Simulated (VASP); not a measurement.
# Fe (Iron-alpha): the relaxed cell at several levels, part 2 of 2

Which functional gives the lattice of Fe (Iron-alpha) as experiment finds it, and is a dearer one worth its cost? LASPH is on for some levels and off for others; the table marks which. The start is a cell from a database of measured crystal structures.

VASP 6.6.1, plane waves and PAW; the level of theory is named at each step.

Still holding for the runs below: The magnetic order is the lowest of the few collinear ones that converged above; longer or canted patterns were not tried. The k-mesh is coarse for a metal.

So far, final volume (Å³): step 6 (relaxation, level LDA) 10.3; step 7 (relaxation, level PBEsol) 10.9; step 8 (relaxation, level PBE) 11.4; step 9 (relaxation, level r2SCAN) 11.7; step 10 (relaxation, level PBE + D3(BJ), PBE with D3(BJ)) 11.1.

### Step 11. Relaxation with r2SCAN + rVV10

This step: r2SCAN with rVV10, spin-polarised from a ferromagnetic start (one magnetic atom a cell); plane waves and PAW (Fe) (VASP 6.6.1).

LUSE_VDW switches on a nonlocal correlation term for dispersion.

INCAR

```
SYSTEM = Fe
PREC = Accurate
ENCUT = 520
EDIFF = 1E-06
NELM = 100
ISMEAR = -1
SIGMA = 0.05
LREAL = .FALSE.
ALGO = Normal
METAGGA = R2SCAN
LUSE_VDW = .TRUE.
IVDW_NL = 2
BPARAM = 11.95
CPARAM = 0.0093
LASPH = .TRUE.
NBANDS = 12
ISPIN = 2
MAGMOM = 2.21
LMAXMIX = 4
LORBIT = 11
LWAVE = .FALSE.
LCHARG = .FALSE.
KPAR = 4
IBRION = 2
NSW = 60
ISIF = 3
EDIFFG = -0.01
```

POSCAR

```
Fe
1.0
   -1.4332500000      1.4332500000      1.4332500000
    1.4332500000     -1.4332500000      1.4332500000
    1.4332500000      1.4332500000     -1.4332500000
Fe
1
Direct
    0.0000000000      0.0000000000      0.0000000000
```

KPOINTS

```
Automatic mesh
0
Gamma
11 11 11
0 0 0
```

The projector-augmented-wave data sets are Fe (PBE family, release 64).

Command:

```console
$ mpirun -np 4 vasp_std
```

Elapsed: 72 s, on 4 MPI ranks of AMD EPYC 7R43, shared host; peak memory 0.56 GiB.

Spin moment in the PAW sphere by atom:

| atom | spin moment in the PAW sphere (μB) |
| --- | --- |
| Fe1 | 2.68 |

It ends at 11.60 Å³/atom, -1.5 % from the start, with 0.03 GPa left. The conventional cell has a = 2.852 Å. The largest moment is 2.68 μB. Against plain r2SCAN, the dispersion term moves a by -0.3 %.

### Step 12. Relaxation with optB86b-vdW

This step: optB86b-vdW, spin-polarised from a ferromagnetic start (one magnetic atom a cell); plane waves and PAW (Fe) (VASP 6.6.1).

optB86b-vdW pairs nonlocal correlation with a less repulsive exchange of B86b form.

INCAR, as its differences from that of step 11:

```diff
@@ -9,7 +9,7 @@
 ALGO = Normal
-METAGGA = R2SCAN
+GGA = MK
+AGGAC = 0
 LUSE_VDW = .TRUE.
-IVDW_NL = 2
-BPARAM = 11.95
-CPARAM = 0.0093
+PARAM1 = 0.1234
+PARAM2 = 1
 LASPH = .TRUE.
```

POSCAR is that of step 11.

KPOINTS is that of step 11.

Command:

```console
$ mpirun -np 4 vasp_std
```

Elapsed: 42 s, on 4 MPI ranks; peak memory 0.79 GiB; 2.7 min of CPU time.

It ends at 11.14 Å³/atom, -5.4 % from the start, with 0.03 GPa left. The conventional cell has a = 2.814 Å. The largest moment is 2.21 μB.

### Step 13. Relaxation with PBEsol + D3(BJ)

This step: PBEsol with D3(BJ), spin-polarised from a ferromagnetic start (one magnetic atom a cell); plane waves and PAW (Fe) (VASP 6.6.1).

INCAR, as its differences from that of step 12:

```diff
@@ -9,8 +9,4 @@
 ALGO = Normal
-GGA = MK
-AGGAC = 0
-LUSE_VDW = .TRUE.
-PARAM1 = 0.1234
-PARAM2 = 1
-LASPH = .TRUE.
+GGA = PS
+IVDW = 12
 NBANDS = 12
```

POSCAR is that of step 12.

KPOINTS is that of step 12.

Command:

```console
$ mpirun -np 4 vasp_std
```

Wall time 13 s (4 MPI ranks); peak memory 0.45 GiB.

Spin moment in the PAW sphere by atom:

| atom | spin moment in the PAW sphere (μB) |
| --- | --- |
| Fe1 | 2.17 |

It ends at 10.69 Å³/atom, -9.3 % from the start, with -0.01 GPa left. The conventional cell has a = 2.775 Å. The largest moment is 2.17 μB. Against plain PBEsol, the dispersion term moves a by -0.7 %.

### Step 14. The cells as a table

This step: relaxed cells at several levels; plane waves and PAW (VASP 6.6.1).

No new run; the numbers come from the runs before.

Lengths are those of the conventional cell; cost is the wall time of each run, as given at its step, times its ranks, without the set-up around it; LASPH differs between rows, which moves results and costs too. Results by level, by row:

| level | volume (Å³/atom) | change from the start (%) | a (Å) | largest site moment (μB) | cost (core minutes) | LASPH |
| --- | --- | --- | --- | --- | --- | --- |
| LDA | 10.35 | -12.1 | 2.745 | 1.834 | 1.04 | off |
| PBEsol | 10.92 | -7.3 | 2.795 | 2.198 | 0.8 | off |
| PBE | 11.41 | -3.1 | 2.836 | 2.238 | 0.667 | off |
| r2SCAN | 11.69 | -0.7 | 2.86 | 2.679 | 3.4 | on |
| PBE + D3(BJ) | 11.13 | -5.5 | 2.813 | 2.222 | 0.787 | off |
| r2SCAN + rVV10 | 11.6 | -1.5 | 2.852 | 2.676 | 4.8 | on |
| optB86b-vdW | 11.14 | -5.4 | 2.814 | 2.209 | 2.8 | on |
| PBEsol + D3(BJ) | 10.69 | -9.3 | 2.775 | 2.17 | 0.84 | off |

### Step 15. Outcome

```yaml
volume_lda: 10.35 Å³/atom
volume_pbesol: 10.92 Å³/atom
volume_pbe: 11.41 Å³/atom
volume_r2scan: 11.69 Å³/atom
volume_pbe_d3_bj: 11.13 Å³/atom
volume_r2scan_rvv10: 11.60 Å³/atom
volume_optb86b_vdw: 11.14 Å³/atom
volume_pbesol_d3_bj: 10.69 Å³/atom
```

What this shows: For Fe (Iron-alpha) the levels give volumes between 10.35 Å³/atom (LDA) and 11.69 Å³/atom (r2SCAN), a spread of 13.0 %, while the cost of the finished runs spans a factor of 7.2. Within 1 % of experiment on every length: r2SCAN and r2SCAN + rVV10. The nearest is r2SCAN. Thermal and zero-point expansion, often some tenths of a per cent in length, bear on this order: with the measured lengths lowered by an assumed 0.4 % the nearest becomes r2SCAN + rVV10. The costs hold the number of ionic steps as well as the price of the functional. SCAN-type functionals tend to overstate the moments of itinerant magnets. The closing table has room for seven levels; PBEsol + D3(BJ) stands in the table of levels alone. Adding D3(BJ) to PBE changes the volume by -2.4 % (a by -0.8 %). Adding rVV10 to r2SCAN changes the volume by -0.8 % (a by -0.3 %). Adding D3(BJ) to PBEsol changes the volume by -2.2 % (a by -0.7 %). Pairwise corrections of the D and TS kind ignore the screening in a metal, so they may overbind here. Within 0.02 Å all end in space group Im-3m; the runs can't lower the symmetry of the start. The k-sampling is coarse for a metal, so the Fermi level, moments, pressures and the shape of the cell carry errors. Only a few collinear orders were tried, on the cell as listed. LASPH is on for some levels and off for others, so differences between them are not the functional's alone. The largest site moment differs between levels, from 1.83 μB (LDA) to 2.68 μB (r2SCAN); larger moments and larger volumes go together in magnets, so the two can't be judged apart. Each is a single relaxation on the plane waves of the start cell, so larger changes of volume carry a basis-set error that was not tested here.

Computed beside measured:

```
              quantity  measured             LDA          PBEsol             PBE          r2SCAN    PBE + D3(BJ)  r2SCAN + rVV10     optB86b-vdW
lattice constant a (Å)     2.866  2.745 (-4.2 %)  2.795 (-2.5 %)  2.836 (-1.0 %)  2.860 (-0.2 %)  2.813 (-1.9 %)  2.852 (-0.5 %)  2.814 (-1.8 %)
```

Measured values from pmc:2430951 (2008).

Verdict: For the lattice constant a, of the levels listed nearest comes r2SCAN (-0.2 %, good agreement) and farthest LDA (-4.2 %, a clear miss). The grades are ours: good and fair within 0.7 and 1.5 % for the lattice constant a. For lattice constants the calculation has a static lattice, without zero-point motion or thermal expansion.

[Lines on the potential files, build, host, timing and source positions are cut from VASP's logs without a mark.]

[Logs are printed without paths, hosts, clocks, repeated set-up lines and the standing remarks that a program may print on its own settings, such as how far it seeks lower states.]

[Hosts, paths, dates, database ids (printed as entryN), source tags and the programs' standing remarks are cut or masked in the printed files.]

[A measured line is paired with the nearest computed mode of its activity, which favours agreement.]
